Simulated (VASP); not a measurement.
VASP runs on AgI (wurtzite) share one base input (PBE GGA, plane waves, VASP's PBE PAW potentials (set 64)) and change the settings named in each case.

### INCAR
```
SYSTEM = AgI
PREC = Accurate
ENCUT = 400
EDIFF = 1E-6
NELM = 100
ALGO = Normal
LREAL = .FALSE.
LASPH = .TRUE.
ISMEAR = 0
SIGMA = 0.05
GGA = PE
LMAXMIX = 4
LWAVE = .FALSE.
LCHARG = .FALSE.
ISIF = 2
```

### POSCAR
```
AgI
1.0
  2.3409000000  -4.0545580000   0.0000000000
  2.3409000000   4.0545580000   0.0000000000
  0.0000000000   0.0000000000   7.6602000000
Ag I
2 2
Cart
  2.3409000000  -1.3515220364   3.8301000000
  2.3409000000   1.3515220364   0.0000000000
  2.3409000000  -1.3515220364   6.7026750000
  2.3409000000   1.3515220364   2.8725750000
```

### KPOINTS
```
K-points
0
G
 5 5 3
0 0 0
```

POTCAR, in this order: Ag I (PBE.64 set). Program: vasp_std.

```csv
change,E(σ→0) (eV/atom),pressure (GPa)
base run,-2.3941,-0.11
GGA = RP,-2.0626,1.62
IVDW = 12,-2.6950,-1.68
GGA = AM,-2.4659,___
GGA = 91,-2.4222,-0.17
```

**Question.** Some entries are withheld; supply them.

**Answer.** 
- GGA = AM, pressure (GPa): -1.64

Energies of different potentials or functionals have different zeros. Unless said otherwise, spin-orbit coupling is left out, though it shifts the bands of the heavy elements here.

Left out are runs that ran out of time, are held back, or changed the cell or the kind of run, fixed moments of cells without a moment, rows past the twelfth, gaps on odd meshes, pressures of charged cells and columns that move by less than the noise.

The compound is AgI in the wurtzite structure. The cell was not relaxed at this level.
